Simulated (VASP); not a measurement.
Consider the following.

```
BN
1.0
    1.25105    -2.16688     0.00000
    1.25105     2.16688     0.00000
    0.00000     0.00000     6.71680
B N
2 2
Cartesian
  1.25105   0.72230   1.67920
  1.25105  -0.72230   5.03760
  1.25105  -0.72230   1.67920
  1.25105   0.72230   5.03760
```

Level of theory: r2SCAN meta-GGA, VASP's PBE PAW potentials (set 64) (plane waves; VASP 6.6.1). Numerical set-up: 520 eV cut-off, 11×11×4 Γ-centred mesh, tetrahedra with Blöchl corrections, potentials B N.

Q: Tabulate the total density of states (states/eV per cell) against energy (eV; zero at the valence-band maximum or, without a gap, the Fermi level).

A: 
```tsv
E (eV)	DOS (states/eV)
-9.93	0.00
-9.69	0.00
-9.45	0.00
-9.21	0.16
-8.97	0.97
-8.73	1.42
-8.49	1.73
-8.37	2.26
-8.13	0.98
-7.89	0.91
-7.65	0.71
-7.41	0.60
-7.17	0.73
-6.93	0.94
-6.69	0.89
-6.45	0.88
-6.21	0.94
-5.97	1.10
-5.73	1.25
-5.49	1.43
-5.37	1.54
-5.13	1.64
-4.89	1.54
-4.65	1.78
-4.41	2.48
-4.17	2.31
-3.93	1.53
-3.69	0.98
-3.45	1.29
-3.21	2.10
-2.97	1.57
-2.73	1.58
-2.49	1.50
-2.37	1.45
-2.13	1.42
-1.89	1.44
-1.65	1.54
-1.41	1.22
-1.17	1.16
-0.93	1.17
-0.69	1.22
-0.45	0.91
-0.21	0.71
0.03	0.11
0.27	0.00
0.51	0.00
0.75	0.00
0.87	0.00
1.11	0.00
1.35	0.00
1.59	0.00
1.83	0.00
2.07	0.00
2.31	0.00
2.55	0.00
2.79	0.00
3.03	0.00
3.27	0.00
3.51	0.00
3.75	0.00
3.87	0.00
4.11	0.00
4.35	0.00
4.59	0.00
4.83	0.00
5.07	0.21
5.31	0.60
5.55	1.30
5.79	1.18
6.03	1.22
6.27	1.15
6.51	1.00
6.75	0.91
6.87	0.86
7.11	0.83
7.35	0.85
7.59	0.93
7.83	1.13
8.07	0.92
8.31	0.71
```
Within 2 eV below the valence-band maximum the largest weight inside VASP's projection spheres is N p.

The compound is BN in the hex structure. It was relaxed first.
